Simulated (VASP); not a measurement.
Given:

Space group Pm-3m (No. 221); a = b = c = 4.0708 Å, α = β = γ = 90.00°

```
atom  site  symmetry       x       y       z
----  ----  --------  ------  ------  ------
Ba      1a      m-3m  0.0000  0.0000  0.0000
Ti      1b      m-3m  0.5000  0.5000  0.5000
O       3c    4/mm.m  0.0000  0.5000  0.5000
```

These are RPBE GGA, VASP's PBE PAW potentials (set 64) (plane waves; VASP) values and carry that method's errors. Settings: 520 eV cut-off, 6×6×6 Γ-centred mesh, Gaussian smearing of 0.050 eV, potentials Ba_sv Ti_sv O.

Q: Give the energy at these volumes per atom, relative to the lowest: 12.67, 13.07, 13.48, 13.88, 14.29 Å³.

A: 25.7, 6.3, 0.0, 5.0, 19.4 meV/atom. A third-order Birch-Murnaghan fit gives B0 = 147 GPa and B0′ = 4.5.

Measured: bulk modulus 162 GPa (computed value off by -9.4 %), as given by Yu-ichiro Matsushita et al., Physical Review B (2011), arXiv:1104.2769; a 4.001 Å (computed value off by +1.7 %), as given by Yubo Zhang et al., Physical Review B (2017), arXiv:1702.04817. The calculation is for a static lattice, while the measured bulk modulus, a hold thermal and zero-point effects, which are part of the difference.

The compound is BaTiO3 in the cubic perovskite structure, the ideal cubic form; the compound distorts at low or room temperature. It was relaxed first, which changed the volume by +5 %.
